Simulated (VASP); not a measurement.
An input for Quantum ESPRESSO's pw.x (written as the equivalent of a VASP run, and not itself run):

```
&CONTROL
  calculation = 'vc-relax'
  pseudo_dir = './pseudo'
  outdir = './out'
  tprnfor = .true.
  tstress = .true.
  nstep = 40
  forc_conv_thr = 0.00078
/
&SYSTEM
  ibrav = 0
  nat = 4
  ntyp = 2
  ecutwfc = 84
  occupations = 'smearing'
  smearing = 'gaussian'
  degauss = 0.003675
  input_dft = 'pbesol'
/
&ELECTRONS
  conv_thr = 7.3e-08
  electron_maxstep = 100
/
&IONS
/
&CELL
  press = 50
/
ATOMIC_SPECIES
  Ga 69.723 Ga.upf
  N 14.007 N.upf
CELL_PARAMETERS angstrom
     1.5770501   -2.7315309   -0.0000000
     1.5770501    2.7315309    0.0000000
     0.0000000    0.0000000    5.1381898
ATOMIC_POSITIONS crystal
  Ga   0.6666670  0.3333330  0.5001515
  Ga   0.3333330  0.6666670  0.0001515
  N    0.6666670  0.3333330  0.8768485
  N    0.3333330  0.6666670  0.3768485
K_POINTS automatic
  8 8 5 0 0 0
```

Problem. Write the VASP files for the same calculation (PBEsol).

Solution. This is not unique; one that fits is 
File POSCAR:
```
GaN
1
    1.5770501487    -2.7315309460    -0.0000000000
    1.5770501487     2.7315309460     0.0000000000
    0.0000000000     0.0000000000     5.1381898083
Ga N
2 2
Direct
  0.6666670000   0.3333330000   0.5001514902
  0.3333330000   0.6666670000   0.0001514902
  0.6666670000   0.3333330000   0.8768485098
  0.3333330000   0.6666670000   0.3768485098
```

File KPOINTS:
```
Automatic mesh
0
Gamma
8 8 5
0 0 0
```

**INCAR**
```
ALGO = Normal
EDIFF = 1E-6
EDIFFG = -0.02
ENCUT = 620
GGA = PS
IBRION = 2
ISIF = 3
ISMEAR = 0
LASPH = .TRUE.
LCHARG = .FALSE.
LMAXMIX = 4
LREAL = .FALSE.
LWAVE = .FALSE.
NELM = 100
NSW = 40
PREC = Accurate
PSTRESS = 50
SIGMA = 0.05
SYSTEM = GaN
```

POTCAR, in this order: Ga_d N (PBE.64 set). Program: vasp_std.

What does not carry over: the potentials are each code's own (VASP's PAW set, PseudoDojo norm-conserving files in pw.x), so ENCUT and ecutwfc are chosen apart and not converted; conv_thr bounds pw.x's estimated SCF error, while EDIFF bounds the energy change between steps; forc_conv_thr acts on force components and is met together with etot_conv_thr.

The compound is GaN in the wurtzite structure. It was relaxed first under an external pressure of 5 GPa.
